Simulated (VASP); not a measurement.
Input:

```
WSe2
1.0
    1.64427    -2.84797     0.00000
    1.64427     2.84797     0.00000
    0.00000     0.00000    14.42873
W Se
2 4
Direct
  0.33333   0.66667   0.25000
  0.66667   0.33333   0.75000
  0.33333   0.66667   0.86526
  0.66667   0.33333   0.36526
  0.66667   0.33333   0.13474
  0.33333   0.66667   0.63474
```

These are PBE GGA, VASP's PBE PAW potentials (set 64) (plane waves; VASP) values and carry that method's errors. Run with 520 eV cut-off, 8×8×2 Γ-centred mesh, Gaussian smearing of 0.050 eV, potentials W_sv Se.

Without a dispersion term in the relaxation, distances and binding between the weakly bound layers, chains or molecules are unreliable, and so is what depends on them.

**Question.** The ions and cell shape at fixed volume are relaxed. Which structure does the run end with?

**Answer.** 
```
WSe2
1.0
    1.65962    -2.87455     0.00000
    1.65962     2.87455     0.00000
    0.00000     0.00000    14.16314
W Se
2 4
Direct
  0.33333   0.66667   0.25000
  0.66667   0.33333   0.75000
  0.33333   0.66667   0.86866
  0.66667   0.33333   0.36866
  0.66667   0.33333   0.13134
  0.33333   0.66667   0.63134
```
Space group P6_3/mmc (194), at a tolerance of 0.03 Å.

**Question.** How much energy does the relaxation gain?

**Answer.** The energy (σ→0) changes by -7.5 meV/atom, in 8 ionic steps.

The compound is WSe2 in the 2H layered structure. This cell is one point of a volume scan, at 0.97 of the reference volume. Symmetry was kept, so distortions that lower it aren't found.
